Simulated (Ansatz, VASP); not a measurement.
## One calculation of MgTlF4, two programs

```
CELL_PARAMETERS angstrom
3.83726 0.00000 0.00000
-1.91863 3.32317 0.00000
0.00000 0.00000 6.59521
ATOMIC_POSITIONS crystal
Mg 0.00000 0.00000 0.00000
Tl 0.00000 0.00000 0.50000
F 0.33333 0.66667 0.18958
F 0.33333 0.66667 0.81042
F 0.66667 0.33333 0.18958
F 0.66667 0.33333 0.81042
```

Alike in both runs: functional PBE; k mesh 12 × 12 × 6; occupations gaussian, width 0.1 eV; no spin polarisation.

Ansatz relaxed the structure, and its values are those at the end. VASP's run is a single point on that final structure, the one shown.

```csv
,VASP,Ansatz
version,VASP 6.6.1,Ansatz 0.2.0
potentials or method,"VASP PAW PBE potentials, release 64 (Mg, Tl_d, F)","scalar-relativistic, plane waves, PAW"
plane-wave cutoff (eV),520,420
valence electrons in the cell,43,51
```

|  | VASP | Ansatz | Ansatz less VASP |
| --- | --- | --- | --- |
| gap on the k mesh at the Fermi level (eV) | none | none | - |
| pressure (GPa) | -0.4 | 0.0 | +0.46 |
| rms of the force components (eV/Å) | 0.004 | 0.000 | -0.0037 |

A gap of «none» marks a metal or a gap that the smearing closes. The functional is the same, so the differences come from potentials, cutoffs and numerics. The two sets of potentials don't hold the same shells in valence.

Caveats: an odd number of electrons without spin polarisation forces a metal; a magnetic or distorted state may lie lower. The runs have no spin-orbit coupling, so splittings on Tl are missing.
